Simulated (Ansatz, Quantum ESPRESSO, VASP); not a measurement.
**CsGeI₃ (P1, 5 atoms in the cell) computed with different codes at matched settings**

Self-consistent single point, at a second geometry (lattice scaled by 0.98). First geometry:

```
CsGeI3
1.0
    4.35337    -4.22419     0.00000
    4.35337     4.22419     0.00000
   -0.32427     0.00000     6.11949
Cs Ge I
1 1 3
Direct
  0.91097   0.90926   0.58999
  0.37135   0.37195   0.13359
  0.41248   0.41361   0.57870
  0.91929   0.40508   0.09373
  0.40991   0.92409   0.09200
```

Shared settings, as Ansatz (a program for electronic structure) writes them: kpoints.mp_grid.grid = 2 2 2; scf.occupations.method = fixed. Potentials and cutoffs stand in the table.

```csv
code,model,ΔF from the first geometry (meV/atom),pressure (GPa),largest force (eV/Å),gap on the mesh (eV),cutoff
VASP,"PBEsol, VASP's PBE PAW potentials (set 64)",18.2,1.63,0.253,–,300 eV
Quantum ESPRESSO,"PBEsol, GBRV 1.5 ultrasoft (PBESOL) pseudopotentials",17.7,1.74,0.255,0.734,50 Ry
Ansatz,"PBEsol, default PAW files made with PBE",17.6,1.74,0.266,0.744,420 eV
```

Size of the force on each atom (eV/Å): Sizes of forces hide their directions.

```
code                Cs1    Ge2     I3     I4     I5
----------------  -----  -----  -----  -----  -----
VASP              0.008  0.253  0.210  0.165  0.218
Quantum ESPRESSO  0.007  0.255  0.207  0.164  0.217
Ansatz            0.007  0.266  0.198  0.160  0.208
```

A dash marks a value that a program does not give, or that is left out as unsure.

No gap is tabulated for VASP: it is not read from that output, or partly filled or unconverged empty levels leave it unsure.

Gaps are read on the mesh.

On Ansatz's run: spin-orbit coupling is off.

The spread over the programs that give each value: ΔF from the first geometry within 0.6 meV/atom; pressure within 0.11 GPa; largest force within 0.013 eV/Å; gap on the mesh within 0.010 eV.

Ansatz's pressure is given at a fixed set of plane waves, as the other plane-wave codes print theirs.

The shared mesh is coarse (it stands for a supercell whose shortest vector is 12 Å), so the values are not converged in it.

VASP's run is marked for a possible Pulay error in its stress at this cutoff; no cutoff test was made.

VASP ran the fixed occupations as a Gaussian smearing of 0.01 eV.

The starting cell comes from a database of computed structures (which also holds hypothetical and non-ambient phases and stackings), without a prior relaxation at this level. Its atoms were displaced at random from the sites of space group no. 8. For this run, on top of that: lattice scaled by 0.98.

Left out of this page: ABINIT and GPAW (not drawn, or without a comparable value).

Keys are those of Ansatz 0.2.
